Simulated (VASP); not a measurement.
Data:

```
CELL_PARAMETERS angstrom
      3.99340     0.00000     0.00000
      0.00000     3.99340     0.00000
      0.00000     0.00000     3.99340
ATOMIC_POSITIONS crystal
  K  0.00000 0.00000 0.00000
  Ta 0.50000 0.50000 0.50000
  O  0.50000 0.00000 0.50000
  O  0.00000 0.50000 0.50000
  O  0.50000 0.50000 0.00000
```

Method: AM05 GGA, VASP's PBE PAW potentials (set 64) (plane waves; VASP). Numerical set-up: 520 eV cut-off, Gaussian smearing of 0.050 eV, potentials K_sv Ta_pv O.

Unless said otherwise, spin-orbit coupling is left out, though it shifts the bands of the heavy elements here.

Task: Give the energies of bands 11 to 22 at the high-symmetry points, in eV from the valence-band maximum.

Result: 
```
band      Γ      X      M      R
----  -----  -----  -----  -----
11    -2.44  -5.47  -5.55  -5.57
12    -2.44  -2.57  -5.42  -5.40
13    -2.44  -2.57  -4.57  -5.40
14    -1.06  -2.34  -2.85  -3.92
15    -1.06  -2.34  -2.85  -3.92
16    -1.06  -2.14  -1.67  -3.92
17    -0.62  -1.52  -1.44   0.00
18    -0.62  -0.85  -1.44   0.00
19    -0.62  -0.85  -0.04   0.00
20     2.08   2.24   4.99   6.41
21     2.08   4.95   4.99   6.41
22     2.08   4.95   6.28   6.41
```

The gap is indirect, 2.08 eV, from the valence maximum at R to the conduction minimum at Γ.

Measured: gap 3.64 eV (computed value off by -1.56 eV), as given by Burak Himmetoglu et al., Journal of Physics Condensed Matter (2016), arXiv:1601.06205.

The compound is KTaO3 in the cubic perovskite structure. It was relaxed first.
